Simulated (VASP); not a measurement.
These are RPBE GGA, VASP's PBE PAW potentials (set 64) (plane waves; VASP 6.6.1) values and carry that method's errors.

Input for VASP

INCAR:
```
SYSTEM = CrO2
PREC = Accurate
ENCUT = 520
EDIFF = 1E-7
NELM = 100
ALGO = Normal
LREAL = .FALSE.
LASPH = .TRUE.
ISMEAR = 1
SIGMA = 0.1
GGA = RP
LMAXMIX = 4
ISPIN = 2
MAGMOM = 2.2 2.2 -0.1 -0.1 -0.1 -0.1
LORBIT = 10
LWAVE = .FALSE.
LCHARG = .FALSE.
ISIF = 4
IBRION = 2
NSW = 30
EDIFFG = -0.01
```

**KPOINTS**
```
Automatic mesh
0
gamma
7 7 10
```

**POSCAR**
```
CrO2
1
    4.4400249096     0.0000000000     0.0000000000
    0.0000000000     4.4400249096     0.0000000000
    0.0000000000     0.0000000000     2.9192915844
Cr O
2 4
Direct
  0.0000000000   0.0000000000   0.0000000000
  0.5000000000   0.5000000000   0.5000000000
  0.3038373536   0.3038373536   0.0000000000
  0.8038373536   0.1961626464   0.5000000000
  0.1961626464   0.8038373536   0.5000000000
  0.6961626464   0.6961626464   0.0000000000
```

POTCAR, in this order: Cr_pv O (PBE.64 set). Program: vasp_std.

Output

File OSZICAR:
```
       N       E                     dE             d eps       ncg     rms          rms(c)
DAV:   1     0.614861063432E+03    0.61486E+03   -0.27050E+04  7208   0.180E+03
DAV:   2     0.106903806626E+02   -0.60417E+03   -0.56812E+03  7836   0.524E+02
DAV:   3    -0.615418078957E+02   -0.72232E+02   -0.70371E+02  8656   0.174E+02
DAV:   4    -0.635054147131E+02   -0.19636E+01   -0.19022E+01  8452   0.284E+01
DAV:   5    -0.635528804462E+02   -0.47466E-01   -0.46820E-01  8986   0.445E+00    0.407E+01
DAV:   6    -0.556165126068E+02    0.79364E+01   -0.15925E+02  8354   0.102E+02    0.390E+01
DAV:   7    -0.501725656545E+02    0.54439E+01   -0.10811E+02  8758   0.101E+02    0.183E+01
DAV:   8    -0.480665828303E+02    0.21060E+01   -0.71619E+00  8158   0.237E+01    0.704E+00
DAV:   9    -0.477151843766E+02    0.35140E+00   -0.20490E+00  9426   0.124E+01    0.244E+00
DAV:  10    -0.477357601330E+02   -0.20576E-01   -0.19026E-01  8124   0.377E+00    0.133E+00
DAV:  11    -0.477398044612E+02   -0.40443E-02   -0.30915E-02  9452   0.154E+00    0.587E-01
DAV:  12    -0.477396466335E+02    0.15783E-03   -0.40107E-03  9508   0.574E-01    0.274E-01
DAV:  13    -0.477394806057E+02    0.16603E-03   -0.15003E-03  8922   0.384E-01    0.966E-02
DAV:  14    -0.477394996881E+02   -0.19082E-04   -0.19904E-04  8580   0.111E-01    0.518E-02
DAV:  15    -0.477395082413E+02   -0.85533E-05   -0.32541E-05  8482   0.407E-02    0.232E-02
DAV:  16    -0.477395095054E+02   -0.12640E-05   -0.14111E-05  9122   0.344E-02    0.629E-03
DAV:  17    -0.477395100858E+02   -0.58040E-06   -0.14688E-06  7600   0.831E-03    0.315E-03
DAV:  18    -0.477395104883E+02   -0.40255E-06   -0.73865E-07  8140   0.598E-03    0.222E-03
DAV:  19    -0.477395105030E+02   -0.14726E-07   -0.70795E-08  4260   0.232E-03
   1 F= -.47739511E+02 E0= -.47739520E+02  d E =-.477395E+02  mag=     4.0000
       N       E                     dE             d eps       ncg     rms          rms(c)
DAV:   1    -0.477414446352E+02   -0.19341E-02   -0.55664E-01  7200   0.509E+00    0.403E-01
DAV:   2    -0.477413444172E+02    0.10022E-03   -0.16169E-02  8710   0.990E-01    0.293E-01
DAV:   3    -0.477408835257E+02    0.46089E-03   -0.16302E-03  9574   0.408E-01    0.182E-01
DAV:   4    -0.477406717257E+02    0.21180E-03   -0.10812E-03 10050   0.296E-01    0.124E-01
DAV:   5    -0.477406604504E+02    0.11275E-04   -0.15240E-04  9210   0.118E-01    0.678E-02
DAV:   6    -0.477406565057E+02    0.39447E-05   -0.15459E-05 10204   0.333E-02    0.489E-02
DAV:   7    -0.477406563305E+02    0.17512E-06   -0.62256E-06 10454   0.191E-02    0.109E-02
DAV:   8    -0.477406563566E+02   -0.26057E-07   -0.45523E-07  6996   0.557E-03
   2 F= -.47740656E+02 E0= -.47740665E+02  d E =-.114585E-02  mag=     4.0000
```

OUTCAR:
```
------------------------ aborting loop because EDIFF is reached ----------------------------------------
  FORCE on cell =-STRESS in cart. coord.  units (eV):
  Direction    XX          YY          ZZ          XY          YZ          ZX
  --------------------------------------------------------------------------------------
  Total        2.5305335      2.5305335      2.5645135      0.0000000      0.0000000      0.0000000
  in kB       70.4489286     70.4489286     71.3949166      0.0000000      0.0000000      0.0000000
  external PRESSURE =      70.7642580 kB  Pullay stress =       0.0000000 kB
  volume of cell :       57.55
      direct lattice vectors                 reciprocal lattice vectors
     4.435658232  0.000000000  0.000000000     0.225445683 -0.000000000  0.000000000
     0.000000000  4.435658232  0.000000000    -0.000000000  0.225445683  0.000000000
     0.000000000  0.000000000  2.925042198     0.000000000  0.000000000  0.341875410
 POSITION                                       TOTAL-FORCE (eV/Angst)
 -----------------------------------------------------------------------------------
      4.43566      0.00000      0.00000         0.000000      0.000000     -0.000000
      2.21783      2.21783      1.46252        -0.000000      0.000000     -0.000000
      1.34472      1.34472      0.00000        -0.000944     -0.000944      0.000000
      3.56255      0.87310      1.46252        -0.000944      0.000944     -0.000000
      0.87310      3.56255      1.46252         0.000944     -0.000944     -0.000000
      3.09093      3.09093      2.92504         0.000944      0.000944     -0.000000
 -----------------------------------------------------------------------------------
    total drift:                               -0.000000     -0.000000     -0.000000
  FREE ENERGIE OF THE ION-ELECTRON SYSTEM (eV)
  ---------------------------------------------------
  free  energy   TOTEN  =       -47.7406563566 eV

  energy  without entropy=      -47.7406817286  energy(sigma->0) =      -47.74066481

 total charge

# of ion       s       p       d       tot
------------------------------------------
    1        0.375   6.455   4.011  10.840
    2        0.375   6.455   4.011  10.840
    3        1.577   3.470   0.000   5.047
    4        1.577   3.470   0.000   5.047
    5        1.577   3.470   0.000   5.047
    6        1.577   3.470   0.000   5.047
--------------------------------------------------
tot          7.059  26.788   8.021  41.868

 magnetization (x)

# of ion       s       p       d       tot
------------------------------------------
    1        0.022   0.034   2.072   2.128
    2        0.022   0.034   2.072   2.128
    3       -0.003  -0.086   0.000  -0.089
    4       -0.003  -0.086   0.000  -0.089
    5       -0.003  -0.086   0.000  -0.089
    6       -0.003  -0.086   0.000  -0.089
--------------------------------------------------
tot          0.033  -0.277   4.145   3.900

 reached required accuracy - stopping structural energy minimisation
```
(Selected blocks of OUTCAR.)

**CONTCAR**
```
CrO2
   1.00000000000000
     4.4356582322847808    0.0000000000000000    0.0000000000000000
     0.0000000000000000    4.4356582322847808    0.0000000000000000
     0.0000000000000000    0.0000000000000000    2.9250421983339518
  Cr              O
     2     4
Direct
     1.0000000000000000    0.0000000000000000    0.0000000000000000
     0.5000000000000000    0.5000000000000000    0.5000000000000000
     0.3031623028692055    0.3031623028692055    0.0000000000000000
     0.8031623028692055    0.1968376971307945    0.5000000000000000
     0.1968376971307945    0.8031623028692055    0.5000000000000000
     0.6968376971307945    0.6968376971307945    1.0000000000000000
```

The compound is CrO2 in the rutile structure. This cell is one point of a volume scan, at 0.97 of the reference volume. Symmetry was kept, so distortions that lower it aren't found.
